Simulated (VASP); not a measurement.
Data:

```
CELL_PARAMETERS angstrom
      0.00000     1.79803     1.79803
      1.79803     0.00000     1.79803
      1.79803     1.79803     0.00000
ATOMIC_POSITIONS crystal
  C  0.00000 0.00000 0.00000
  C  0.25000 0.25000 0.25000
```

All values below come from r2SCAN+rVV10, VASP's PBE PAW potentials (set 64) (plane waves; VASP). Settings: 520 eV cut-off, 13×13×13 Γ-centred mesh, Gaussian smearing of 0.050 eV, potentials C.

Give the stress tensor in GPa (positive for a compressed cell).

```
-12.68    0.00    0.00
  0.00  -12.68    0.00
  0.00    0.00  -12.68
```
The pressure is its mean diagonal, -12.68 GPa.

The compound is C in the diamond structure. This cell is one point of a volume scan, at 1.03 of the reference volume.
